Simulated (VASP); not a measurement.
A run of VASP 6.6.1 is set up as follows.

The input INCAR:

```
SYSTEM = I
ALGO     = Normal         ! electronic algorithm
EDIFF    = 1E-6           ! SCF threshold, eV
EDIFFG   = -0.01          ! ionic threshold
ENCUT    = 600            ! plane-wave cutoff, eV
IBRION   = 2              ! ionic algorithm
ISIF     = 3              ! what is computed and relaxed
ISMEAR   = 0              ! smearing method
LASPH    = .TRUE.         ! aspherical terms in the spheres
LCHARG   = .FALSE.        ! write CHGCAR
LMIXTAU  = .TRUE.       
LREAL    = .FALSE.        ! projectors in reciprocal space
LWAVE    = .FALSE.        ! write WAVECAR
METAGGA  = R2SCAN         ! meta-GGA
NELM     = 80             ! most SCF steps
NSW      = 90             ! ionic steps
PREC     = Accurate       ! precision mode
PSTRESS  = 99.0         
SIGMA    = 0.03           ! smearing width, eV
```

The input KPOINTS:

```
k-points
0
G
  8 8 4
  0 0 0
```

File POSCAR:

```
I
1.0
    3.0815000000     -2.0717500000      0.0000000000
    3.0815000000      2.0717500000      0.0000000000
    0.0000000000      0.0000000000      9.2864000000
I
4
Direct
    0.8162400000      0.1837600000      0.6219700000
    0.1837600000      0.8162400000      0.3780300000
    0.6837600000      0.3162400000      0.1219700000
    0.3162400000      0.6837600000      0.8780300000
```

Potentials or basis: VASP PAW PBE potentials, release 64 (I).

Run with:

```bash
$ cat potpaw_PBE.64/I/POTCAR > POTCAR
$ mpirun -np 1 vasp_std > vasp.out
```

Task: Predict the relaxed cell.

Result: a = 3.793 Å, b = 3.793 Å, c = 9.320 Å, α = 90.00°, β = 90.00°, γ = 66.30°.

Task: Predict the relaxed volume.

Result: 30.70 Å³/atom.

Task: Predict the band gap on the k mesh.

Result: 0.63 eV, indirect (least direct gap 1.07 eV).

Task: Estimate the space group after relaxing (to 0.05 Å).

Result: Cmce (No. 64).

Final structure:
```yaml
crystal:
  lattice:
    - [3.17559, -2.07429, 0.00000]
    - [3.17559, 2.07429, 0.00000]
    - [0.00000, 0.00000, 9.32041]
  atoms:
    - { symbol: I, position: [0.81281, 0.18719, 0.62316] }
    - { symbol: I, position: [0.18719, 0.81281, 0.37684] }
    - { symbol: I, position: [0.68719, 0.31281, 0.12316] }
    - { symbol: I, position: [0.31281, 0.68719, 0.87684] }
```

Caveat: the cell is relaxed towards a set pressure, so the enthalpy falls and the energy may rise; the PAW data sets were made with another functional, which shifts forces and pressure a little; spin-orbit coupling is left out, which moves the levels of the heavy elements. r2SCAN opens gaps a little over a GGA but as a rule still falls short of measured ones.
